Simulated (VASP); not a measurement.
## Lattice of ZnO (zincite) across functionals and dispersion corrections

Aim: relax ZnO (zincite) at several levels and hold each cell against experiment. The levels: LDA, PBE, r2SCAN, PBE + D3(BJ), r2SCAN + rVV10, PBE + D4, PBE + TS and rev-vdW-DF2. LASPH is on for some levels and off for others; the table marks which. The start is a cell from a database of measured crystal structures.

Program: VASP 6.6.1. Level of theory: LDA; plane waves and PAW (Zn, O), in the first sound run; inputs show where later runs differ. Results are calculated unless marked as measured.

The experiments to compare with:

For ZnO, wurtzite (polycrystalline, from oxalate precursor, 298 K), “Local structures of polar wurtzites Zn1-xMgxO studied by Raman and 67Zn/25Mg NMR spectroscopies and by total neutron scattering” (2008, arxiv:0808.0492) gives, by time-of-flight neutron powder diffraction: lattice constant a (a, Rietveld) 3.24945 ± 1e-05 Å; lattice constant c (c, Rietveld) 5.20574 ± 3e-05 Å.

**1. Starting point**

Before any relaxation, the start is as follows. Symmetry: P6_3mc, No. 186, hexagonal system. The conventional cell has a = 3.249 Å, b = 3.249 Å, c = 5.206 Å, α = 90.00°, β = 90.00°, γ = 120.00°. Nearest to Zn lie 4 O at 1.97 to 1.98 Å. Nearest to O lie 4 Zn at 1.97 to 1.98 Å. Farther neighbours and most contacts between anions are not listed.

Coordinates:

```xyz
4
Lattice="3.2493 0.0000 0.0000 -1.6247 2.8140 0.0000 0.0000 0.0000 5.2057" Properties=species:S:1:pos:R:3 pbc="T T T"
Zn    0.0000    1.8760    2.6029
Zn    1.6247    0.9380    0.0000
O     1.6247    0.9380    1.9730
O     0.0000    1.8760    4.5759
```

**2. Relaxation with LDA**

The start need not lie at this functional's minimum. ISIF = 3 frees volume, shape and positions, and EDIFFG sets the threshold on forces and stress at which the search stops. LDA, the lowest rung, knows the local density alone.

INCAR

```
SYSTEM = ZnO
PREC = Accurate
ENCUT = 560
EDIFF = 1E-06
NELM = 100
ISMEAR = -1
SIGMA = 0.05
LREAL = .FALSE.
ALGO = Normal
GGA = CA
NBANDS = 24
LORBIT = 11
LWAVE = .FALSE.
LCHARG = .FALSE.
KPAR = 4
IBRION = 2
NSW = 60
ISIF = 3
EDIFFG = -0.01
```

POSCAR

```
ZnO
1.0
    3.2493080000      0.0000000000      0.0000000000
   -1.6246540000      2.8139832727      0.0000000000
    0.0000000000      0.0000000000      5.2057090000
Zn O
2 2
Direct
    0.3333333333      0.6666666667      0.5000000000
    0.6666666667      0.3333333333      0.0000000000
    0.6666666667      0.3333333333      0.3790100000
    0.3333333333      0.6666666667      0.8790100000
```

KPOINTS

```
Automatic mesh
0
Gamma
8 8 5
0 0 0
```

PAW data sets: Zn and O (PBE family, release 64).

Started as:

```
$ mpirun -np 4 vasp_std
```

Numbers of over 12 decimals in the logs are rounded to 6 here.

Log:

```text
[banner, memory and clock lines left out]
running    4 mpi-ranks, on    1 nodes
 distrk:  each k-point on    1 cores,    4 groups
 distr:  one band on    1 cores,    1 groups

 POSCAR found type information on POSCAR ZnO
 POSCAR found :  2 types and       4 ions
|                                                                             |
|               ----> ADVICE to this user running VASP <----                  |
|                                                                             |
|     You enforced a specific xc type in the INCAR file but a different       |
|     [... a line on the potential file left out ...]
|     I HOPE YOU KNOW WHAT YOU ARE DOING!                                     |
|                                                                             |

 LDA part: xc-table for (Slater(with rela. corr.)+CA(PZ))
 , standard interpolation
 POSCAR, INCAR and KPOINTS ok, starting setup
 FFT: planning ... GRIDC
 FFT: planning ... GRID_SOFT
 FFT: planning ... GRID
 WAVECAR not read
 entering main loop
       N       E                     dE             d eps       ncg     rms          rms(c)
DAV:   1     0.292962176073E+03    0.29296E+03   -0.19522E+04  1448   0.231E+03
DAV:   2     0.492196058930E+01   -0.28804E+03   -0.27356E+03  1568   0.438E+02
DAV:   3    -0.235387007268E+02   -0.28461E+02   -0.28249E+02  1608   0.144E+02
DAV:   4    -0.240092576556E+02   -0.47056E+00   -0.47023E+00  1744   0.195E+01
DAV:   5    -0.240121749162E+02   -0.29173E-02   -0.29172E-02  1600   0.144E+00    0.137E+01
DAV:   6    -0.211283293428E+02    0.28838E+01   -0.79622E+00  2552   0.683E+01    0.902E+00
DAV:   7    -0.212517445091E+02   -0.12342E+00   -0.23827E+00  1520   0.171E+01    0.539E+00
DAV:   8    -0.212449737962E+02    0.67707E-02   -0.69843E-01  1960   0.774E+00    0.171E+00
DAV:   9    -0.211893897767E+02    0.55584E-01   -0.12392E-01  2152   0.682E+00    0.421E-01
DAV:  10    -0.211909077332E+02   -0.15180E-02   -0.44790E-02  1488   0.151E+00    0.887E-02
DAV:  11    -0.211908977083E+02    0.10025E-04   -0.77882E-04  1696   0.245E-01    0.325E-02
DAV:  12    -0.211908979262E+02   -0.21788E-06   -0.43036E-05  1608   0.615E-02    0.999E-03
DAV:  13    -0.211908985239E+02   -0.59771E-06   -0.16563E-06  1280   0.346E-02
   1 F= -.21190899E+02 E0= -.21190895E+02  d E =-.211909E+02
 curvature:   0.00 expect dE= 0.000E+00 dE for cont linesearch  0.000E+00
 trial: gam= 0.00000 g(F)=  0.602E-03 g(S)=  0.116E+00 ort = 0.000E+00 (trialstep = 0.100E+01)
 search vector abs. value=  0.116E+00
 bond charge predicted
       N       E                     dE             d eps       ncg     rms          rms(c)
DAV:   1    -0.230020567530E+02   -0.18112E+01   -0.23172E+01  1728   0.895E+01    0.989E+00
DAV:   2    -0.213860250178E+02    0.16160E+01   -0.64047E+00  1664   0.534E+01    0.333E+00
DAV:   3    -0.212707950492E+02    0.11523E+00   -0.21463E-01  1480   0.419E+00    0.179E+00
DAV:   4    -0.212144885224E+02    0.56307E-01   -0.20413E-02  2328   0.428E+00    0.270E-01
DAV:   5    -0.212141880590E+02    0.30046E-03   -0.11502E-02  1568   0.838E-01    0.103E-01
DAV:   6    -0.212140814633E+02    0.10660E-03   -0.59445E-04  1624   0.191E-01    0.452E-02
DAV:   7    -0.212140931045E+02   -0.11641E-04   -0.11936E-04  1696   0.389E-01    0.244E-02
DAV:   8    -0.212140884359E+02    0.46686E-05   -0.27894E-05  1992   0.991E-02    0.825E-03
DAV:   9    -0.212140875735E+02    0.86236E-06   -0.55821E-06  1952   0.524E-02
   2 F= -.21214088E+02 E0= -.21214086E+02  d E =-.231890E-01
[...]
3 F= -.21228005E+02 E0= -.21228002E+02  d E =-.371060E-01
[...]
4 F= -.21228130E+02 E0= -.21228128E+02  d E =-.125090E-03
[...]
5 F= -.21228131E+02 E0= -.21228129E+02  d E =-.126146E-03
[...]
6 F= -.21228200E+02 E0= -.21228198E+02  d E =-.689480E-04
 trial-energy change:   -0.000069  1 .order   -0.000067   -0.000077   -0.000057
 step:   3.6835(harm=  3.6835)  dis= 0.00343  next Energy=   -21.228282 (dE=-0.151E-03)
 bond charge predicted
       N       E                     dE             d eps       ncg     rms          rms(c)
DAV:   1    -0.212290798472E+02   -0.88026E-03   -0.15753E-01  1440   0.304E+00    0.215E-01
DAV:   2    -0.212285864027E+02    0.49344E-03   -0.31099E-03  1664   0.810E-01    0.124E-01
DAV:   3    -0.212282888953E+02    0.29751E-03   -0.24184E-04  1968   0.204E-01    0.418E-02
DAV:   4    -0.212282591307E+02    0.29765E-04   -0.78528E-05  1824   0.984E-02    0.814E-03
DAV:   5    -0.212282597674E+02   -0.63672E-06   -0.10558E-05  1512   0.365E-02    0.302E-03
DAV:   6    -0.212282597544E+02    0.13071E-07   -0.40888E-07   768   0.970E-03
   7 F= -.21228260E+02 E0= -.21228258E+02  d E =-.129046E-03
 curvature:  -2.44 expect dE=-0.253E-04 dE for cont linesearch -0.156E-07
 trial: gam= 0.17309 g(F)=  0.819E-08 g(S)=  0.104E-04 ort =-0.834E-06 (trialstep = 0.149E+01)
 search vector abs. value=  0.133E-04
 reached required accuracy - stopping structural energy minimisation
```

The job ended after 26 s (4 MPI ranks of Intel Xeon Platinum 8488C (Sapphire Rapids), shared host; peak memory 0.7 GiB; 100 s of CPU time).

The logs omit lines about the potential files and the build; timing stands in the text.

From OUTCAR (step 2):

```text
ion  position               nearest neighbor table
   1  0.333  0.667  0.500-   4 1.97   3 1.98   3 1.98   3 1.98
   2  0.667  0.333  0.000-   3 1.97   4 1.98   4 1.98   4 1.98
   3  0.667  0.333  0.379-   2 1.97   1 1.98   1 1.98   1 1.98
   4  0.333  0.667  0.879-   1 1.97   2 1.98   2 1.98   2 1.98

  LATTYP: Found a hexagonal cell.
 ALAT       =     3.2493080000
 C/A-ratio  =     1.6020977390

 Subroutine GETGRP returns: Found 12 space group operations
 (whereof  6 operations were pure point group operations)

The static configuration has the point symmetry C_3v.
 The point group associated with its full space group is C_6v.

 Found     30 irreducible k-points:

   k-points           NKPTS =     30   k-points in BZ     NKDIM =     30   number of bands    NBANDS=     24

   dimension x,y,z NGX =    28 NGY =   28 NGZ =   40
   dimension x,y,z NGXF=    56 NGYF=   56 NGZF=   80

   ENCUT  =  560.0 eV  41.16 Ry    6.42 a.u.   6.27  6.27 10.04*2*pi/ulx,y,z

   NELECT =      36.0000    total number of electrons

 k-points in reciprocal lattice and weights: Automatic mesh
   0.00000000  0.00000000  0.00000000       0.003
   0.12500000  0.00000000  0.00000000       0.019
   0.25000000  0.00000000  0.00000000       0.019
   0.37500000  0.00000000  0.00000000       0.019
   0.50000000  0.00000000  0.00000000       0.009
   0.12500000  0.12500000  0.00000000       0.019
   0.25000000  0.12500000  0.00000000       0.038
   0.37500000  0.12500000  0.00000000       0.038
   0.25000000  0.25000000  0.00000000       0.019
[...]
0.25000000  0.25000000  0.40000000       0.038
   0.37500000  0.25000000  0.40000000       0.038

 average (electrostatic) potential at core
       1 -35.2518       2 -35.2518       3 -72.9013       4 -72.9013

 E-fermi :   1.5876

 k-point     1 :       0.0000    0.0000    0.0000
  band No.  band energies     occupation
    ...
     14       0.3078      2.00000
     15       0.3078      2.00000
     16       1.0575      1.99995
     17       1.1604      1.99961
     18       1.1604      1.99961
     19       1.9479      0.00148
     20       6.4157      0.00000
     21       9.3234      0.00000
     22      14.0774      0.00000
     23      14.0774      0.00000
    ...

 k-point     2 :       0.1250    0.0000    0.0000
  band No.  band energies     occupation
    ...
     14      -0.2703      2.00000
     15       0.0893      2.00000
     16       0.3500      2.00000
     17       0.9469      1.99999
     18       1.0426      1.99996
     19       2.9621      0.00000
     20       7.0608      0.00000
     21       9.3039      0.00000
     22      12.6344      0.00000
     23      14.2369      0.00000
    ...

 k-point     3 :       0.2500    0.0000    0.0000
  band No.  band energies     occupation
    ...
     14      -1.4647      2.00000
     15      -0.5892      2.00000
     16      -0.4398      2.00000
     17       0.6040      2.00000
     18       0.7400      2.00000
     19       4.4306      0.00000
     20       8.2773      0.00000
     21       9.2108      0.00000
     22      10.7749      0.00000
     23      12.8237      0.00000
    ...

  Total        0.0159100      0.0159100      0.0187619      0.0000000      0.0000000      0.0000000
  in kB        0.5578292      0.5578292      0.6578206      0.0000000      0.0000000      0.0000000
  external PRESSURE =       0.5911597 kB  Pullay stress =       0.0000000 kB

  energy-cutoff  :      560.00
  volume of cell :       45.70
      direct lattice vectors                 reciprocal lattice vectors
     3.195641893  0.000000000  0.000000000     0.312926177  0.180668012  0.000000000
    -1.597820946  2.767507061 -0.000000000    -0.000000000  0.361336025 -0.000000000
    -0.000000000  0.000000000  5.166933307    -0.000000000 -0.000000000  0.193538399

 POSITION                                       TOTAL-FORCE (eV/Angst)
 -----------------------------------------------------------------------------------
     -0.00000      1.84500      2.58512        -0.000000      0.000000      0.000206
      1.59782      0.92250      0.00165        -0.000000      0.000000      0.000206
      1.59782      0.92250      1.95666         0.000000     -0.000000     -0.000206
     -0.00000      1.84500      4.54013         0.000000     -0.000000     -0.000206
 -----------------------------------------------------------------------------------
    total drift:                               -0.000000     -0.000001     -0.000526

  FREE ENERGIE OF THE ION-ELECTRON SYSTEM (eV)
  ---------------------------------------------------
  free  energy   TOTEN  =       -21.2282597544 eV

  energy  without entropy=      -21.2282553750  energy(sigma->0) =      -21.22825756

 reached required accuracy - stopping structural energy minimisation

 total charge
# of ion       s       p       d       tot
------------------------------------------
    1        0.482   0.540   9.924  10.946
    2        0.482   0.540   9.924  10.946
    3        1.531   3.455   0.000   4.986
    4        1.531   3.455   0.000   4.986
--------------------------------------------------
tot          4.026   7.990  19.849  31.865

[... 3 further parts left out ...]
```

CONTCAR:

```
ZnO
   1.00000000000000
     3.1956418927508765    0.0000000000000000    0.0000000000000000
    -1.5978209463754383    2.7675070605010266   -0.0000000000000000
    -0.0000000000000000    0.0000000000000000    5.1669333065337080
  Zn              O
     2     2
Direct
     0.3333333332999970    0.6666666667000030    0.5003202668376762
     0.6666666667000030    0.3333333332999970    0.0003202668376761
     0.6666666667000030    0.3333333332999970    0.3786897331623248
     0.3333333332999970    0.6666666667000030    0.8786897331623249
```

The gap is read on the k-mesh alone, so it is an upper bound where the band edges lie off the mesh. The PAW data sets were made with PBE, though LDA sets exist; this is a small mismatch. The run keeps the 12 symmetry operations of its start, so it cannot find a distortion of lower symmetry.

Step by step:

```csv
step,energy less that of the first step (eV),largest force (eV/Å),pressure (GPa),volume (Å³)
1,0.0000,0.0558,-5.95,47.60
2,-0.0232,0.0415,4.16,44.62
3,-0.0371,0.0025,0.04,45.71
4,-0.0372,0.0191,-0.16,45.73
5,-0.0372,0.0202,-0.03,45.73
6,-0.0373,0.0155,0.02,45.72
7,-0.0374,0.0002,0.06,45.70
```

```
conventional cell, symmetrised  before  after  change
                         a (Å)   3.249  3.196  -1.7 %
                         b (Å)   3.249  3.196  -1.7 %
                         c (Å)   5.206  5.167  -0.7 %
              volume (Å³/atom)   11.90  11.42  -4.0 %
```

Final coordinates:

```xyz
4
Lattice="3.1956 0.0000 0.0000 -1.5978 2.7675 0.0000 0.0000 0.0000 5.1669" Properties=species:S:1:pos:R:3 pbc="T T T"
Zn    0.0000    1.8450    2.5851
Zn    1.5978    0.9225    0.0017
O     1.5978    0.9225    1.9567
O     0.0000    1.8450    4.5401
```

Numbers from this step:

```yaml
electrons: 36
bands: 24
irreducible_k_points: 30
symmetry_operations: 12
free_energy_toten: -21.23 eV
fermi_energy: 1.588 eV
pressure: 0.05912 GPa
metallic: no
valence_top_at_k: 0, 0, 0
conduction_bottom_at_k: 0, 0, 0
least_direct_gap_at_k: 0, 0, 0
scf_cycles_over_all_ionic_steps: 50
gap_on_the_k_mesh: 0.7875 eV
least_direct_gap_on_the_k_mesh: 0.7875 eV
```

It ends with forces under 0.001 eV/Å and a pressure of 0.06 GPa. The volume lies -4.0 % from that of the database's start, which holds the thermal and zero-point expansion of its experiment. LDA is known to overbind. The conventional cell has a = 3.196 and c = 5.167 Å.

(Continued in part 2 of 3.)

[Lines on the potential files, build, host, timing and source positions are cut from VASP's logs without a mark.]

[Logs are printed without paths, hosts, clocks, repeated set-up lines and the standing remarks that a program may print on its own settings, such as how far it seeks lower states.]

[Hosts, paths, dates, database ids (printed as entryN), source tags and the programs' standing remarks are cut or masked in the printed files.]

[A measured line is paired with the nearest computed mode of its activity, which favours agreement.]
